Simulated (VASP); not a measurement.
# AlGeIO2: structure and properties in VASP

What structure does AlGeIO2 take at this level, and what are its properties? The steps: rough relaxation of the start cell, relaxing cell and atoms (optPBE-vdW), single point with fields (optPBE-vdW) and band structure (optPBE-vdW). The cell is invented: it takes the structure of a Materials Project entry for SbPbIO2 (space group 107 there), with some of its atoms replaced by other elements, volume scaled by an estimate. It may not be a known or stable phase.

Program: VASP 6.6.1. Level of theory: optPBE-vdW; plane waves and PAW (I, Ge_d, Al, O); invented cell. Results are calculated unless marked as measured.

Most raw output is cut from this account.

## 1. The starting structure

Before any relaxation, the start is as follows. Symmetry: I4mm, No. 107, tetragonal system. Conventional cell: a = 3.681 Å, b = 3.681 Å, c = 12.718 Å, α = 90.00°, β = 90.00°, γ = 90.00°. Nearest to I lie 4 Ge at 3.24 Å and 4 Al at 3.40 Å. Ge has 4 O at 2.29 Å and 4 I at 3.24 Å nearest. Nearest to Al lie 4 O at 2.04 Å and 4 I at 3.40 Å and 4 Ge at 3.43 Å. O has 2 Al at 2.04 Å and 2 Ge at 2.29 Å nearest. It derives from SbPbIO2. it takes the structure of a Materials Project entry for SbPbIO2 (space group 107 there), with some of its atoms replaced by other elements, volume scaled by an estimate. Farther neighbours and most contacts between anions are not listed.

Coordinates:

```xyz
5
Lattice="-1.8404 1.8404 6.3588 1.8404 -1.8404 6.3588 1.8404 1.8404 -6.3588" Properties=species:S:1:pos:R:3 pbc="T T T"
I     0.0000    0.0000   12.6494
Ge    0.0000    0.0000    8.2255
Al    0.0000    0.0000    4.1046
O     0.0000    1.8404    3.2342
O     1.8404    0.0000    3.2342
```

## 2. Rough relaxation of the start cell

The start is only an estimate, so a cheap relaxation brings it near a minimum before any careful run. optPBE-vdW pairs nonlocal correlation with a PBE-like exchange and tends to long distances. LUSE_VDW switches on a nonlocal correlation term for dispersion.

Input file INCAR:

```
SYSTEM = AlGeIO2
PREC = Normal
ENCUT = 520
EDIFF = 1E-05
NELM = 60
ISMEAR = 0
SIGMA = 0.05
LREAL = .FALSE.
ALGO = Fast
GGA = OR
AGGAC = 0
LUSE_VDW = .TRUE.
LASPH = .TRUE.
NBANDS = 24
LORBIT = 11
LWAVE = .FALSE.
LCHARG = .FALSE.
KPAR = 2
IBRION = 2
NSW = 40
ISIF = 3
EDIFFG = -0.04
```

Input file POSCAR:

```
AlGeIO2
1.0
   -1.8404480000      1.8404480000      6.3587730000
    1.8404480000     -1.8404480000      6.3587730000
    1.8404480000      1.8404480000     -6.3587730000
I Ge Al O
1 1 1 2
Direct
    0.9946390000      0.9946390000      0.0000000000
    0.6467840000      0.6467840000      0.0000000000
    0.3227540000      0.3227540000      0.0000000000
    0.7543120000      0.2543120000      0.5000000000
    0.2543120000      0.7543120000      0.5000000000
```

Input file KPOINTS:

```
Automatic mesh
0
Gamma
6 6 6
0 0 0
```

PAW data sets: I, Ge_d, Al and O (PBE family, release 64).

The run is started by

```bash
$ mpirun -np 2 vasp_std
```

Run time: 21 min. Hardware: 2 MPI ranks of Intel Xeon 6975P-C (Granite Rapids), shared host; peak memory 1.2 GiB; 43 min of CPU time.

The gap is read on the k-mesh alone, so it is an upper bound where the band edges lie off the mesh. This relaxation is a rough one on cheap settings, only to bring the start near its minimum. The PAW data sets were made with PBE, which is usual practice but a small mismatch for other functionals. The run keeps the 8 symmetry operations of its start, so it cannot find a distortion of lower symmetry.

Relaxation path:

```
step  energy less that of the first step (eV)  largest force (eV/Å)  pressure (GPa)  volume (Å³)
   1                                   0.0000                4.0259           -6.21        86.15
   2                                  -0.8290                0.6426            6.31        78.06
   3                                  -0.8337                0.8767            5.34        78.59
   4                                  -0.9906                0.5636            0.45        83.45
   5                                  -1.0007                0.4696           -0.92        85.10
   6                                  -1.0376                0.3150            0.36        85.28
   7                                  -1.0405                0.3486            0.78        85.34
   8                                  -1.0521                0.3005           -0.05        86.56
   9                                  -1.0541                0.2756           -0.74        87.43
  10                                  -1.0636                0.1957           -0.21        87.26
  11                                  -1.0678                0.1323            0.46        87.07
  12                                  -1.0770                0.1802            0.26        87.41
  13                                  -1.0927                0.3251           -0.49        88.45
  14                                  -1.0937                0.3792           -0.81        88.83
  15                                  -1.0996                0.3445           -0.60        88.73
  16                                  -1.1062                0.2878           -0.08        88.56
  17                                  -1.1011                0.3367            1.00        88.21
  18                                  -1.1075                0.2577            0.17        88.47
  19                                  -1.1122                0.1964            0.21        88.59
  20                                  -1.1177                0.0645            0.15        88.96
  21                                  -1.1177                0.0695            0.10        88.95
  22                                  -1.1180                0.0365           -0.08        89.09
```

```
conventional cell, symmetrised  before   after  change
                         a (Å)   3.681   3.735  +1.5 %
                         b (Å)   3.681   3.735  +1.5 %
                         c (Å)  12.718  12.774  +0.4 %
              volume (Å³/atom)   17.23   17.82  +3.4 %
```

The atoms that moved most (Å, as changes of fractional coordinates times the final cell):

```
atom     dx     dy      dz  length
 Al3  0.000  0.000  -0.584   0.584
  I1  0.000  0.000   0.252   0.252
 Ge2  0.000  0.000   0.142   0.142
  O4  0.000  0.000   0.095   0.095
  O5  0.000  0.000   0.095   0.095
```

The relaxed structure:

```cif
data_structure
_symmetry_space_group_name_H-M 'P 1'
_symmetry_Int_Tables_number 1
_cell_length_a 6.9116
_cell_length_b 6.9116
_cell_length_c 6.9116
_cell_angle_alpha 148.650
_cell_angle_beta 148.650
_cell_angle_gamma 44.926
_cell_volume 89.09
loop_
_atom_site_label
_atom_site_type_symbol
_atom_site_fract_x
_atom_site_fract_y
_atom_site_fract_z
_atom_site_occupancy
I1 I 0.01433 0.01433 0.00000 1
Ge2 Ge 0.65793 0.65793 0.00000 1
Al3 Al 0.27706 0.27706 0.00000 1
O4 O 0.76174 0.26174 0.50000 1
O5 O 0.26174 0.76174 0.50000 1
```

Numbers from this step:

```
electrons                       : 36
bands                           : 24
irreducible k-points            : 30
symmetry operations             : 8
free energy (TOTEN)             : -16.51 eV
Fermi energy                    : 5.327 eV
pressure                        : -0.07938 GPa
metallic                        : no
valence top at k                : 0.5, 0, 0
conduction bottom at k          : 0, 0, 0
least direct gap at k           : -0.1667, 0.1667, 0
SCF cycles over all ionic steps : 149
gap on the k-mesh               : 1.512 eV
least direct gap on the k-mesh  : 2.263 eV
```

It ends with a largest force of 0.037 eV/Å and a pressure of -0.08 GPa.

## 3. Relaxing cell and atoms (optPBE-vdW)

Properties are meant for the cell that this level of theory prefers, so cell and atoms are relaxed first (ISIF = 3) until forces and stress are small; EDIFFG sets the threshold.

Input file INCAR:

```
SYSTEM = AlGeIO2
PREC = Accurate
ENCUT = 520
EDIFF = 1E-06
NELM = 100
ISMEAR = 0
SIGMA = 0.05
LREAL = .FALSE.
ALGO = Normal
GGA = OR
AGGAC = 0
LUSE_VDW = .TRUE.
LASPH = .TRUE.
NBANDS = 24
LORBIT = 11
LWAVE = .FALSE.
LCHARG = .FALSE.
KPAR = 2
IBRION = 2
NSW = 60
ISIF = 3
EDIFFG = -0.01
```

Input file POSCAR:

```
AlGeIO2
1.0
   -1.8673525287      1.8673525287      6.3871578324
    1.8673525287     -1.8673525287      6.3871578324
    1.8673525287      1.8673525287     -6.3871578324
I Ge Al O
1 1 1 2
Direct
    0.0143277113      0.0143277113      0.0000000000
    0.6579301122      0.6579301122      0.0000000000
    0.2770588401      0.2770588401      0.0000000000
    0.7617421682      0.2617421682      0.5000000000
    0.2617421682      0.7617421682      0.5000000000
```

Input file KPOINTS:

```
Automatic mesh
0
Gamma
10 10 10
0 0 0
```

The run is started by

```bash
$ mpirun -np 2 vasp_std
```

Wall time 40 min (2 MPI ranks); peak memory 2.6 GiB.

Step by step:

```
step  energy less that of the first step (eV)  largest force (eV/Å)  pressure (GPa)  volume (Å³)
   1                                   0.0000                0.0500           -0.06        89.09
   2                                  -0.0002                0.0211            0.07        89.00
   3                                  -0.0002                0.0190            0.12        88.97
   4                                  -0.0003                0.0226           -0.05        89.05
   5                                  -0.0003                0.0224            0.04        89.06
   6                                  -0.0003                0.0226           -0.02        89.06
   7                                  -0.0003                0.0237           -0.04        89.08
   8                                  -0.0003                0.0195            0.02        89.08
   9                                  -0.0004                0.0270            0.08        89.06
  10                                  -0.0004                0.0498            0.22        89.02
  11                                  -0.0004                0.0341            0.09        89.05
  12                                  -0.0005                0.0287            0.04        89.08
  13                                  -0.0006                0.0167           -0.06        89.16
  14                                  -0.0006                0.0129            0.04        89.15
  15                                  -0.0006                0.0099            0.06        89.14
  16                                  -0.0006                0.0095            0.12        89.12
  17                                  -0.0006                0.0095            0.04        89.14
```

```
conventional cell, symmetrised  before   after  change
                         a (Å)   3.735   3.740  +0.1 %
                         b (Å)   3.735   3.740  +0.1 %
                         c (Å)  12.774  12.746  -0.2 %
              volume (Å³/atom)   17.82   17.83  +0.1 %
```

The atoms that moved most (Å, as changes of fractional coordinates times the final cell):

```
atom     dx     dy      dz  length
 Al3  0.000  0.000  -0.020   0.020
  I1  0.000  0.000   0.015   0.015
 Ge2  0.000  0.000   0.006   0.006
```

The relaxed structure:

```cif
data_structure
_symmetry_space_group_name_H-M 'P 1'
_symmetry_Int_Tables_number 1
_cell_length_a 6.8998
_cell_length_b 6.8998
_cell_length_c 6.8998
_cell_angle_alpha 148.551
_cell_angle_beta 148.551
_cell_angle_gamma 45.073
_cell_volume 89.14
loop_
_atom_site_label
_atom_site_type_symbol
_atom_site_fract_x
_atom_site_fract_y
_atom_site_fract_z
_atom_site_occupancy
I1 I 0.01554 0.01554 0.00000 1
Ge2 Ge 0.65840 0.65840 0.00000 1
Al3 Al 0.27546 0.27546 0.00000 1
O4 O 0.76170 0.26170 0.50000 1
O5 O 0.26170 0.76170 0.50000 1
```

This step gave:

- irreducible k-points: 102
- Fermi energy: 5.254 eV
- pressure: 0.04225 GPa
- least direct gap at k: 0, 0, 0
- SCF cycles over all ionic steps: 83
- gap on the k-mesh: 1.516 eV
- least direct gap on the k-mesh: 2.289 eV

It ends with a largest force of 0.009 eV/Å and a pressure of 0.04 GPa.

## 4. Single point with fields (optPBE-vdW)

The relaxed cell gets a fresh self-consistent run, on a basis set for its own volume, to fix the density and to check the remaining stress.

Edit INCAR of step 3 so:

```diff
@@ -16,7 +16,5 @@
 LWAVE = .FALSE.
-LCHARG = .FALSE.
-KPAR = 2
-IBRION = 2
-NSW = 60
-ISIF = 3
-EDIFFG = -0.01
+LCHARG = .TRUE.
+ISIF = 2
+LELF = .TRUE.
+LVHAR = .TRUE.
```

Input file POSCAR:

```
AlGeIO2
1.0
   -1.8699347037      1.8699347037      6.3729280432
    1.8699347037     -1.8699347037      6.3729280432
    1.8699347037      1.8699347037     -6.3729280432
I Ge Al O
1 1 1 2
Direct
    0.0155372484      0.0155372484      0.0000000000
    0.6583990131      0.6583990131      0.0000000000
    0.2754632352      0.2754632352      0.0000000000
    0.7617007517      0.2617007517      0.5000000000
    0.2617007517      0.7617007517      0.5000000000
```

KPOINTS is that of step 3.

The run is started by

```bash
$ mpirun -np 2 vasp_std
```

Elapsed: 3.8 min, on 2 MPI ranks; peak memory 1.5 GiB; 7.5 min of CPU time.

Numbers from this step:

| Quantity | Value |
| --- | --- |
| SCF cycles | 15 |
| pressure | 0.06360 GPa |
| least direct gap on the k-mesh | 2.288 eV |

Valence electrons inside each PAW sphere by angular momentum. Sphere charges, by row:

```
atom  s (e)  p (e)  d (e)  tot (e)
  I1  1.523  2.794  0.019    4.336
 Ge2  1.408  0.596  10.05    12.06
 Al3  0.297  0.333      0     0.63
  O4  1.556  3.507      0    5.063
  O5  1.556  3.507      0    5.063
```

Electrostatic potential energy in the ac plane of the conventional cell at fractional y = 0.000, with atoms of I and Ge and Al and O within 0.2 Å of it. With pseudopotentials it is smooth inside the atoms' cores, unlike the true potential.

Ten even steps from '_' (-81 eV) to '@' (4 eV), each cell a mean:
```
__..==##@@@@@@@@@@@@%%**::..
##%%@@@@@@@@@@@@@@@@@@@@%%%%
@@@@@@@@@@@@@@@@@@@@@@@@@@@@
@@@@@@@@@@@@@@@@@@@@@@@@@@@@
@@@@@@@@@@%%##**##@@@@@@@@@@
@@@@@@@@@@++------##@@@@@@@@
**##%%@@@@%%**++**%%@@%%##**
::--++##@@@@@@@@@@@@%%**==--
::--++##@@@@@@@@@@@@%%**==--
****%%@@@@@@@@@@@@@@@@%%##**
@@@@@@@@@@@@@@@@@@@@@@@@@@@@
@@@@@@@@@@@@@@@@@@@@@@@@@@@@
@@@@@@@@@@@@@@@@@@@@@@@@@@@@
@@@@@@@@@@@@@@@@@@@@@@@@@@@@
@@@@@@@@@@@@@@@@@@@@@@@@@@@@
##%%%%@@@@@@@@@@@@@@@@@@%%##
..::**%%@@%%##**##@@%%##==::
____==##%%++------##%%##::__
++**##%%@@%%**++**%%@@%%##++
%%@@@@@@@@@@@@@@@@@@@@@@@@@@
@@@@@@@@@@@@@@@@@@@@@@@@@@@@
####%%@@@@@@@@@@@@@@@@@@%%##
__..--##@@@@@@@@@@@@%%**::..
______++%%@@@@@@@@@@##--____
```
Columns run along a (3.7 Å; values clipped at the 3rd and 97th percentile), rows up along c (12.7 Å), edges of the conventional cell, whose origin can differ from the input's. Atoms in or near the plane, at fractional coordinates: I at (0.00, 0.02), Ge at (0.00, 0.66), Al at (0.00, 0.28), O at (0.50, 0.76), O at (0.50, 0.26).

ELF in the ac plane of the conventional cell at fractional y = 0.000, with atoms of I and Ge and Al and O within 0.2 Å of it. It is the smooth field of the valence electrons, not physical close to the nuclei.

Ten even steps from '_' (0.01) to '@' (0.88), each cell a mean:
```
%%@@@@@@@@**::..--##@@@@@@@@
@@@@@@%%**--..__..==##%%@@@@
++++--::..__________..::==++
________::--++++==--..______
______--**%%%%%%%%%%++::____
......==%%@@##++%%@@##--....
--------**%%%%%%%%##++------
==--====----======----====--
**==++++--..______::==**====
******++::..______..--++****
====--....__________..::--==
____________________________
____________________________
____________________________
____________________________
....::--==++++++++====--....
____--##%%@@%%%%%%%%%%**::__
____==##@@@@**++##@@%%**::__
__..::++##%%%%%%%%%%**==..__
::::....::--======--::....::
##**==::..__________..--++**
@@@@%%##++::____..--**%%@@@@
%%%%@@@@%%++..__--##@@@@@@%%
++##@@@@@@##::..==%%@@@@%%**
```
Columns run along a (3.7 Å), rows up along c (12.7 Å), edges of the conventional cell, whose origin can differ from the input's. Atoms in or near the plane, at fractional coordinates: I at (0.00, 0.02), Ge at (0.00, 0.66), Al at (0.00, 0.28), O at (0.50, 0.76), O at (0.50, 0.26).

(Continued in part 2 of 2.)

[Lines on the potential files, build, host, timing and source positions are cut from VASP's logs without a mark.]

[Logs are printed without paths, hosts, clocks, repeated set-up lines and the standing remarks that a program may print on its own settings, such as how far it seeks lower states.]

[Hosts, paths, dates, database ids (printed as entryN), source tags and the programs' standing remarks are cut or masked in the printed files.]

[A measured line is paired with the nearest computed mode of its activity, which favours agreement.]
